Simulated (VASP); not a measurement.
Calculation: PW91 GGA, VASP's PBE PAW potentials (set 64) (plane waves; VASP 6.6.1).

The input files of a VASP run:

INCAR:
```
ENCUT = 520   # plane-wave cut-off (eV)
PREC = Accurate
ISIF = 3
LWAVE = .False.
ISMEAR = 1   # Methfessel-Paxton
LASPH = .True.   # aspherical one-centre terms
LMAXMIX = 6   # l cut-off of mixed one-centre charges
NELM = 100   # most electronic steps
SYSTEM = WSi2
ALGO = Normal   # blocked Davidson
LCHARG = .False.
GGA = 91
EDIFF = 1E-6   # SCF stop (eV)
SIGMA = 0.1
EDIFFG = -0.02
NSW = 60
IBRION = 2   # conjugate gradients
LREAL = .False.   # projection in real space or not
```

### POSCAR
```
WSi2
1
   -1.6181857040     1.6181857040     3.9440744618
    1.6181857040    -1.6181857040     3.9440744618
    1.6181857040     1.6181857040    -3.9440744618
Si W
2 1
Direct
  0.6651997441   0.6651997441   0.0000000000
  0.3348002559   0.3348002559   0.0000000000
  0.0000000000   0.0000000000   0.0000000000
```

### KPOINTS
```
Automatic mesh
0
gamma
  12 12 12
0 0 0
```

POTCAR, in this order: Si W_sv (PBE.64 set). Program: vasp_std.

Unless said otherwise, spin-orbit coupling is left out, though it shifts the bands of the heavy elements here.

**Question.** What does the run give for the energy per atom (σ→0), volume per atom, band gap (on the k-mesh)?

**Answer.** 
The energy per atom (σ→0) comes out as -8.187 eV/atom, the band gap (on the k-mesh) is none (metal, semimetal or under 0.01 eV) and the volume per atom is 13.77 Å³/atom.

### OSZICAR
```
...
DAV:   5    -0.245612439290E+02    0.32396E-06   -0.11410E-06  3329   0.779E-03
   2 F= -.24561244E+02 E0= -.24561275E+02  d E =-.553556E-04
       N       E                     dE             d eps       ncg     rms          rms(c)
DAV:   1    -0.245612968475E+02   -0.52594E-04   -0.15312E-03  5695   0.371E-01    0.318E-02
DAV:   2    -0.245612653493E+02    0.31498E-04   -0.80318E-05  5821   0.714E-02    0.163E-02
DAV:   3    -0.245612570986E+02    0.82507E-05   -0.17025E-05  6213   0.308E-02    0.540E-03
DAV:   4    -0.245612565429E+02    0.55567E-06   -0.17021E-06  3441   0.109E-02
   3 F= -.24561257E+02 E0= -.24561290E+02  d E =-.679695E-04
```

The compound is WSi2 in the MoSi2 type structure. This run relaxes it. Symmetry was kept, so distortions that lower it aren't found. The start is the result of an earlier pass.
